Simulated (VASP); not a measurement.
Input of a VASP 6.6.1 run:

The input INCAR:

```
SYSTEM = GaN
PREC = Accurate ; ENCUT = 520
EDIFF = 1E-6 ; ISMEAR = 0
SIGMA = 0.03 ; LREAL = .FALSE.
LASPH = .TRUE. ; NELM = 80
ALGO = Normal ; ISIF = 2
LWAVE = .FALSE. ; LCHARG = .FALSE.
GGA = PE ; NBANDS = 26
KPAR = 4
```

Contents of KPOINTS:

```
regular mesh
0
G
  6 6 3
  0 0 0
```

Contents of POSCAR:

```
GaN                                     
1.0
    3.2177254918      0.0000000000      0.0000000000
   -1.6088627459      2.7866320141      0.0000000000
    0.0000000000      0.0000000000      5.2440545517
  Ga              N             
     2     2
Direct
     0.3333333300000021    0.6666666699999979    0.9991860844064148
     0.6666666699999979    0.3333333300000021    0.4991860844064147
     0.3333333300000021    0.6666666699999979    0.3758139155935853
     0.6666666699999979    0.3333333300000021    0.8758139155935852
```

KPOINTS_OPT

```
explicit points
6
Reciprocal
 0.0000000000  0.0000000000  0.0000000000 1
 0.0000000000  0.0000000000  0.5000000000 1
 0.3333333333  0.3333333333  0.5000000000 1
 0.3333333333  0.3333333333  0.0000000000 1
 0.5000000000  0.0000000000  0.5000000000 1
 0.5000000000  0.0000000000  0.0000000000 1
```

Potentials or basis: VASP PAW PBE potentials, release 64 (Ga_d, N).

The run is started by

```sh
$ cat potpaw_PBE.64/Ga_d/POTCAR potpaw_PBE.64/N/POTCAR > POTCAR
$ mpirun -np 4 vasp_std > vasp.out
```

What does it give for the pressure?

0.1 GPa.

What does it give for the band gap along the path?

1.71 eV, direct.

Estimate the band gap on the k mesh.

1.71 eV, direct.

Stress tensor (GPa, compression positive):
```
0.15 0.00 0.00
0.00 0.15 0.00
0.00 0.00 0.06
```

**Experimental background.**

From “Studying electronic properties in GaN without electrical contacts using γ-γ vs e−-γ Perturbed Angular Correlations”, 2019, pmc:6823545, for a bulk crystal of GaN: band gap 3.503 ± 0.005 eV (direct).

A measured gap of GaN is 3.503 eV (direct; quoted in “Studying electronic properties in GaN without electrical contacts using γ-γ vs e−-γ Perturbed Angular Correlations”, 2019, pmc:6823545); the calculated 1.71 eV misses it by -1.79 eV. So large a miss can be the level of theory's own, or it may mean another phase, state or a wrong row. Spin-orbit coupling on Ga is left out. The value is that of PBE, without temperature or zero-point motion. Semilocal functionals fall short of measured gaps as a rule.
